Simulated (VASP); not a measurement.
Output of a VASP run:

**OSZICAR**
```
       N       E                     dE             d eps       ncg     rms          rms(c)
DAV:   1     0.100396215308E+03    0.10040E+03   -0.75003E+03  3240   0.124E+03
DAV:   2    -0.187249978558E+02   -0.11912E+03   -0.10788E+03  3468   0.396E+02
DAV:   3    -0.258371397073E+02   -0.71121E+01   -0.65419E+01  3972   0.787E+01
DAV:   4    -0.260293523364E+02   -0.19221E+00   -0.18832E+00  3392   0.130E+01
DAV:   5    -0.260319705930E+02   -0.26183E-02   -0.26170E-02  3888   0.121E+00    0.246E+01
DAV:   6    -0.248418688633E+02    0.11901E+01   -0.13173E+00  3492   0.106E+01    0.111E+01
DAV:   7    -0.244993636338E+02    0.34251E+00   -0.88750E-01  3712   0.856E+00    0.513E-01
DAV:   8    -0.244926950041E+02    0.66686E-02   -0.80958E-03  3312   0.756E-01    0.304E-01
DAV:   9    -0.244902507137E+02    0.24443E-02   -0.15383E-03  3480   0.489E-01    0.597E-02
DAV:  10    -0.244902832106E+02   -0.32497E-04   -0.59759E-05  3652   0.806E-02    0.110E-02
DAV:  11    -0.244902548788E+02    0.28332E-04   -0.69520E-06  3344   0.315E-02    0.111E-03
DAV:  12    -0.244902543083E+02    0.57051E-06   -0.16473E-07  1720   0.452E-03
   1 F= -.24490254E+02 E0= -.24490628E+02  d E =-.244903E+02
       N       E                     dE             d eps       ncg     rms          rms(c)
DAV:   1    -0.244922545184E+02   -0.19996E-02   -0.20764E-01  3296   0.401E+00    0.251E-01
DAV:   2    -0.244902195649E+02    0.20350E-02   -0.24500E-03  3940   0.652E-01    0.128E-01
DAV:   3    -0.244895983492E+02    0.62122E-03   -0.12175E-03  3596   0.300E-01    0.252E-02
DAV:   4    -0.244896017982E+02   -0.34490E-05   -0.75047E-05  3352   0.116E-01    0.132E-02
DAV:   5    -0.244896010371E+02    0.76110E-06   -0.19957E-06  2428   0.136E-02
   2 F= -.24489601E+02 E0= -.24489852E+02  d E =0.653271E-03
       N       E                     dE             d eps       ncg     rms          rms(c)
DAV:   1    -0.244916419731E+02   -0.20402E-02   -0.85177E-02  3284   0.257E+00    0.161E-01
DAV:   2    -0.244908122136E+02    0.82976E-03   -0.99973E-04  3928   0.416E-01    0.823E-02
DAV:   3    -0.244905547155E+02    0.25750E-03   -0.50480E-04  3560   0.193E-01    0.162E-02
DAV:   4    -0.244905560004E+02   -0.12849E-05   -0.30911E-05  3340   0.746E-02    0.855E-03
DAV:   5    -0.244905552817E+02    0.71874E-06   -0.79341E-07  1836   0.874E-03
   3 F= -.24490555E+02 E0= -.24490901E+02  d E =-.300973E-03
```

File OUTCAR:
```
------------------------ aborting loop because EDIFF is reached ----------------------------------------
  FORCE on cell =-STRESS in cart. coord.  units (eV):
  Direction    XX          YY          ZZ          XY          YZ          ZX
  --------------------------------------------------------------------------------------
  Total        0.0000340      0.0000340      0.0007784      0.0000000      0.0000000      0.0000000
  in kB        0.0019596      0.0019596      0.0448481      0.0000000      0.0000000      0.0000000
  external PRESSURE =       0.0162558 kB  Pullay stress =       0.0000000 kB
  volume of cell :       27.81
      direct lattice vectors                 reciprocal lattice vectors
     1.364089286 -2.362671597  0.000000000     0.366544921 -0.211624841  0.000000000
     1.364089286  2.362671597  0.000000000     0.366544921  0.211624841  0.000000000
     0.000000000  0.000000000  4.313865094     0.000000000  0.000000000  0.231810680
 POSITION                                       TOTAL-FORCE (eV/Angst)
 -----------------------------------------------------------------------------------
      1.36409      0.78756      1.07847         0.000000      0.000000      0.000000
      1.36409     -0.78756      3.23540        -0.000000     -0.000000      0.000000
 -----------------------------------------------------------------------------------
    total drift:                                0.000001      0.000020     -0.000020
  FREE ENERGIE OF THE ION-ELECTRON SYSTEM (eV)
  ---------------------------------------------------
  free  energy   TOTEN  =       -24.4905552817 eV

  energy  without entropy=      -24.4915917707  energy(sigma->0) =      -24.49090078

 reached required accuracy - stopping structural energy minimisation
```
(Selected blocks of OUTCAR.)

File POSCAR:
```
Os
1
    1.3654888047    -2.3650956343    -0.0000000000
    1.3654888047     2.3650956343    -0.0000000000
    0.0000000000     0.0000000000     4.3062269472
Os
2
Direct
  0.3333330000   0.6666670000   0.2500000000
  0.6666670000   0.3333330000   0.7500000000
```

Task: Write an INCAR and KPOINTS that could have produced this output.

Result: Several could match; the one computed here: the input of the run itself, PBEsol GGA, plane waves, VASP's PBE PAW potentials (set 64).

INCAR:
```
ALGO=Normal
EDIFF=1E-6   ! SCF stop (eV)
ISMEAR=1   ! Methfessel-Paxton
SYSTEM=Os
PREC=Accurate
LCHARG=.False.
ENCUT=500
SIGMA=0.1   ! width (eV)
LMAXMIX=6
ISIF=3   ! ions, shape and volume
NELM=100
IBRION=2
NSW=40
EDIFFG=-0.02   ! ionic stop
LASPH=.True.
LREAL=.False.
GGA=PS
LWAVE=.False.
```

KPOINTS:
```
Automatic mesh
0
Gamma
15 15 9
0 0 0
```

POTCAR, in this order: Os (PBE.64 set). Program: vasp_std.

The compound is Os in the hcp structure. This run relaxes it. Symmetry was kept, so distortions that lower it aren't found.
